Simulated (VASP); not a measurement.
Level of theory: LDA (Ceperley-Alder, Perdew-Zunger), VASP's LDA PAW potentials (set 64) (plane waves; VASP 6.6.1).

VASP ran on this input.

**INCAR**
```
! general
SYSTEM  = KMgF3
PREC    = Accurate
ENCUT   = 520
LREAL   = .False.
LASPH   = .True.
NBANDS  = 60

! electronic loop
EDIFF   = 1E-7
NELM    = 100
ALGO    = Normal

! smearing
ISMEAR  = 0
SIGMA   = 0.01

! output
LWAVE   = .False.
LCHARG  = .False.
NEDOS   = 1001

! other
LOPTICS = .True.
CSHIFT  = 0.1
```

File POSCAR:
```
KMgF3
1
    3.8963603277     0.0000000000    -0.0000000000
    0.0000000000     3.8963603277     0.0000000000
    0.0000000000     0.0000000000     3.8963603277
K Mg F
1 1 3
Direct
  0.0000000000   0.0000000000   0.0000000000
  0.5000000000   0.5000000000   0.5000000000
  0.5000000000   0.0000000000   0.5000000000
  0.0000000000   0.5000000000   0.5000000000
  0.5000000000   0.5000000000   0.0000000000
```

File KPOINTS:
```
Automatic mesh
0
Gamma
7 7 7
0 0 0
```

POTCAR, in this order: K_sv Mg F (LDA.64 set). Program: vasp_std.

Output of the run:

**OUTCAR**
```
 ion  position               nearest neighbor table
   1  0.000  0.000  0.000-   3 2.76   4 2.76   5 2.76   3 2.76   4 2.76   4 2.76   5 2.76   4 2.76
                             3 2.76   5 2.76   3 2.76   5 2.76   2 3.37   2 3.37   2 3.37   2 3.37
   2  0.500  0.500  0.500-   3 1.95   4 1.95   5 1.95   5 1.95   3 1.95   4 1.95   1 3.37   1 3.37
                             1 3.37   1 3.37   1 3.37   1 3.37   1 3.37   1 3.37
   3  0.500  0.000  0.500-   2 1.95   2 1.95   1 2.76   1 2.76   1 2.76   1 2.76
   4  0.000  0.500  0.500-   2 1.95   2 1.95   1 2.76   1 2.76   1 2.76   1 2.76
   5  0.500  0.500  0.000-   2 1.95   2 1.95   1 2.76   1 2.76   1 2.76   1 2.76
  LATTYP: Found a simple cubic cell.
 ALAT       =     3.8963603277
 Subroutine PRICEL returns:
 Original cell was already a primitive cell.
 Subroutine GETGRP returns: Found 48 space group operations
The static configuration has the point symmetry O_h .
The dynamic configuration has the point symmetry O_h .
 Subroutine INISYM returns: Found 48 space group operations
 Subroutine IBZKPT returns following result:
 Found     20 irreducible k-points:

 Following reciprocal coordinates:
            Coordinates               Weight
  0.000000  0.000000  0.000000      1.000000
  0.142857  0.000000  0.000000      6.000000
  0.285714  0.000000  0.000000      6.000000
  0.428571  0.000000  0.000000      6.000000
  0.142857  0.142857  0.000000     12.000000
  0.285714  0.142857  0.000000     24.000000
  0.428571  0.142857  0.000000     24.000000
  0.285714  0.285714  0.000000     12.000000
  0.428571  0.285714  0.000000     24.000000
  0.428571  0.428571  0.000000     12.000000
  0.142857  0.142857  0.142857      8.000000
  0.285714  0.142857  0.142857     24.000000
  0.428571  0.142857  0.142857     24.000000
  0.285714  0.285714  0.142857     24.000000
  0.428571  0.285714  0.142857     48.000000
  0.428571  0.428571  0.142857     24.000000
  0.285714  0.285714  0.285714      8.000000
  0.428571  0.285714  0.285714     24.000000
  0.428571  0.428571  0.285714     24.000000
...
```

File OSZICAR:
```
       N       E                     dE             d eps       ncg     rms          rms(c)
DAV:   1     0.250935142270E+03    0.25094E+03   -0.13961E+04  2400   0.527E+02
DAV:   2    -0.181978643535E+02   -0.26913E+03   -0.23100E+03  2788   0.184E+02
DAV:   3    -0.290951511201E+02   -0.10897E+02   -0.10790E+02  3008   0.361E+01
DAV:   4    -0.292596466766E+02   -0.16450E+00   -0.16406E+00  2904   0.376E+00
DAV:   5    -0.292639487907E+02   -0.43021E-02   -0.43016E-02  2856   0.565E-01    0.869E+00
DAV:   6    -0.272260485555E+02    0.20379E+01   -0.16170E+00  2696   0.767E+00    0.437E+00
DAV:   7    -0.271705184168E+02    0.55530E-01   -0.11849E-01  2908   0.115E+00    0.270E+00
DAV:   8    -0.271317907566E+02    0.38728E-01   -0.43366E-02  3172   0.912E-01    0.271E-01
DAV:   9    -0.271314067490E+02    0.38401E-03   -0.34331E-03  2780   0.216E-01    0.119E-01
DAV:  10    -0.271314603262E+02   -0.53577E-04   -0.15108E-04  2820   0.548E-02    0.626E-02
DAV:  11    -0.271314470947E+02    0.13231E-04   -0.10338E-04  2756   0.441E-02    0.466E-02
DAV:  12    -0.271314422159E+02    0.48788E-05   -0.96642E-06  2808   0.140E-02    0.312E-03
DAV:  13    -0.271314422326E+02   -0.16715E-07   -0.55942E-07  2760   0.202E-03
   1 F= -.27131442E+02 E0= -.27131442E+02  d E =-.102712E-28
 imaginary and real dielectric function
```

**OUTCAR**
```
------------------------ aborting loop because EDIFF is reached ----------------------------------------
  FORCE on cell =-STRESS in cart. coord.  units (eV):
  Direction    XX          YY          ZZ          XY          YZ          ZX
  --------------------------------------------------------------------------------------
  Total       -0.0152221     -0.0152221     -0.0152221      0.0000000      0.0000000      0.0000000
  in kB       -0.4122935     -0.4122935     -0.4122935      0.0000000      0.0000000      0.0000000
  external PRESSURE =      -0.4122935 kB  Pullay stress =       0.0000000 kB
  volume of cell :       59.15
      direct lattice vectors                 reciprocal lattice vectors
     3.896360328  0.000000000  0.000000000     0.256649775  0.000000000  0.000000000
     0.000000000  3.896360328  0.000000000     0.000000000  0.256649775  0.000000000
     0.000000000  0.000000000  3.896360328     0.000000000  0.000000000  0.256649775
 POSITION                                       TOTAL-FORCE (eV/Angst)
 -----------------------------------------------------------------------------------
      0.00000      0.00000      0.00000         0.000000      0.000000      0.000000
      1.94818      1.94818      1.94818         0.000000      0.000000      0.000000
      1.94818      0.00000      1.94818         0.000000      0.000000      0.000000
      0.00000      1.94818      1.94818         0.000000      0.000000      0.000000
      1.94818      1.94818      0.00000         0.000000      0.000000      0.000000
 -----------------------------------------------------------------------------------
    total drift:                                0.000000      0.000000     -0.000000
  FREE ENERGIE OF THE ION-ELECTRON SYSTEM (eV)
  ---------------------------------------------------
  free  energy   TOTEN  =       -27.1314422326 eV

  energy  without entropy=      -27.1314422326  energy(sigma->0) =      -27.13144223

 plasma frequency squared (from intraband transitions) (eV^2)
  --------------------------------------------------------------------------------------
       0.000       0.000       0.000
       0.000       0.000       0.000
      -0.000       0.000       0.000

 plasma frequency squared (from interband transitions, int dw w eps(2)(w)) (eV^2)
  --------------------------------------------------------------------------------------
     455.128       0.000      -0.000      -0.000       0.000      -0.000
      -0.000       0.000     455.128       0.000      -0.000      -0.000
       0.000       0.000      -0.000       0.000     455.128       0.000
```
(Selected blocks of OUTCAR.)

### OUTCAR
```
 val. band max:       -1.6676712827   @ k =   0.4286   0.4286   0.4286

 cond. band min:       5.8620618685   @ k =   0.0000   0.0000   0.0000


 Fermi energy:        -1.5916368294

 k-point     1 :       0.0000    0.0000    0.0000
  band No.  band energies     occupation
      1     -26.6833      2.00000
      2     -21.5461      2.00000
      3     -20.7534      2.00000
      4     -20.7534      2.00000
      5     -10.4382      2.00000
      6     -10.4382      2.00000
      7     -10.4382      2.00000
      8      -4.2537      2.00000
      9      -4.2537      2.00000
     10      -4.2537      2.00000
     11      -2.3425      2.00000
     12      -2.3425      2.00000
     13      -2.3425      2.00000
     14      -1.9535      2.00000
     15      -1.9535      2.00000
     16      -1.9535      2.00000
     17       5.8621      0.00000
     18       8.2292      0.00000
     19       8.2292      0.00000
     20      10.5535      0.00000
     21      10.5535      0.00000
     22      10.5535      0.00000
     23      12.7645      0.00000
     24      15.7199      0.00000
     25      15.7199      0.00000
     26      15.7199      0.00000
     27      17.8826      0.00000
     28      17.8826      0.00000
     29      17.8826      0.00000
     30      21.3874      0.00000
     31      21.3874      0.00000
     32      23.7385      0.00000
     33      23.7385      0.00000
     34      23.7385      0.00000
     35      24.5067      0.00000
     36      24.5067      0.00000
     37      24.5067      0.00000
     38      25.1760      0.00000
     39      28.2058      0.00000
     40      28.2058      0.00000
     41      30.9747      0.00000
     42      30.9747      0.00000
     43      30.9747      0.00000
     44      31.4122      0.00000
     45      31.4122      0.00000
     46      31.4122      0.00000
     47      33.9908      0.00000
     48      33.9908      0.00000
     49      35.2969      0.00000
     50      38.1609      0.00000
     51      41.5212      0.00000
...
```

The compound is KMgF3 in the cubic perovskite structure. It was relaxed first, which changed the volume by -7 %.
